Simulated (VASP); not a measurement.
Method: PBEsol GGA, VASP's PBE PAW potentials (set 64) (plane waves; VASP 6.6.1).

VASP input:

### POSCAR
```
PtS2
1
    3.3540250000     0.0000000000     0.0000000000
   -1.6770130000     2.9046710000     0.0000000000
    0.0000000000     0.0000000000    16.7926240000
Pt S
1 2
Direct
  0.0000000000   0.0000000000   0.5000000000
  0.3333330000   0.6666670000   0.5831500000
  0.6666670000   0.3333330000   0.4168500000
```

### KPOINTS
```
Automatic
0
G
  11 11 1
```

**INCAR**
```
# general
SYSTEM  = PtS2
PREC    = Accurate
ENCUT   = 300
LREAL   = .FALSE.   # projection in real space or not
LASPH   = .TRUE.   # aspherical one-centre terms

# electronic loop
EDIFF   = 1E-6   # SCF stop (eV)
NELM    = 100
ALGO    = Normal   # blocked Davidson
LMAXMIX = 6

# smearing
ISMEAR  = -1   # Fermi-Dirac
SIGMA   = 0.1   # width (eV)

# functional
GGA     = PS   # PBEsol

# ions
ISIF    = 2

# output
LWAVE   = .FALSE.
LCHARG  = .FALSE.
```

POTCAR, in this order: Pt S (PBE.64 set). Program: vasp_std.

What will the output report for the number of irreducible k-points (NKPTS), largest plane-wave count, number of space-group operations, FFT grid (NGX, NGY, NGZ)?

```json
{
  "number of irreducible k-points (NKPTS)": "16",
  "largest_plane_wave_count": "1967",
  "number_of_space_group_operations": "12",
  "FFT grid (NGX, NGY, NGZ)": "20 × 20 × 96"
}
```

The cell is a sheet with vacuum, built from a generated structure.
